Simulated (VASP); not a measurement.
Set up this calculation in VASP 6.6.1, as the native input.

```
Task                   : single point
Functional             : PBE
Potentials or basis    : VASP PAW PBE potentials, release 64 (W_sv, Al, C)
Cutoff                 : 520 eV
k mesh                 : 9 × 9 × 3
Occupations            : fermi-dirac, width 0.05 eV
Spin                   : no spin polarisation
Further INCAR settings : ALGO = Normal; EDIFF = 1e-07; NBANDS = 40
```

The structure of AlW3C4 lies in POSCAR:

```
AlW3C4
1.0
    2.8323640000      0.0000000000      0.0000000000
    0.0000000000      2.9474060000      0.0000000000
    0.0000000000      0.0000000000     10.1379520000
W Al C
3 1 4
Direct
    0.0117730000      0.4957180000      0.5040500000
    0.0098440000     -0.0015030000      0.2528170000
    0.0005350000      0.4940680000      0.0026580000
    0.0009090000     -0.0062740000      0.7377350000
    0.5021430000      0.0067120000      0.9319880000
    0.4977630000      0.5028660000      0.6623260000
    0.4940830000     -0.0011560000      0.4171550000
    0.5036100000      0.4840960000      0.1618540000
```

The cell comes from a database or a generator and needn't be the stable form of this composition.

The cell isn't the ideal one: atoms moved at random, drawn with an rms of 0.05 Å.

These files were run (other wordings do the same):

INCAR

```
ALGO = Normal
EDIFF = 1E-7
ENCUT = 520
GGA = PE
ISIF = 2
ISMEAR = -1
LASPH = T
LCHARG = T
LELF = T
LREAL = F
LVHAR = T
LWAVE = F
NBANDS = 40
NELM = 80
PREC = Accurate
SIGMA = 0.05
```

KPOINTS

```
k-points
0
Gamma
  9 9 3
```

Potentials or basis: VASP PAW PBE potentials, release 64 (W_sv, Al, C).

Launch:

```sh
$ cat potpaw_PBE.64/W_sv/POTCAR potpaw_PBE.64/Al/POTCAR potpaw_PBE.64/C/POTCAR > POTCAR
$ mpirun -np 1 vasp_std > vasp.out
```

Results of the run:

```yaml
Pressure: 0.5 GPa
Largest_force: 1.540 eV/Å
Band_gap_on_the_k_mesh: none (metal or under the smearing width)
```

It took 8.2 min on 1 thread of Intel(R) Xeon(R) Platinum 8259CL CPU @ 2.50GHz (Skylake/Cascade Lake), with other jobs on the host, peak memory 0.44 GiB.
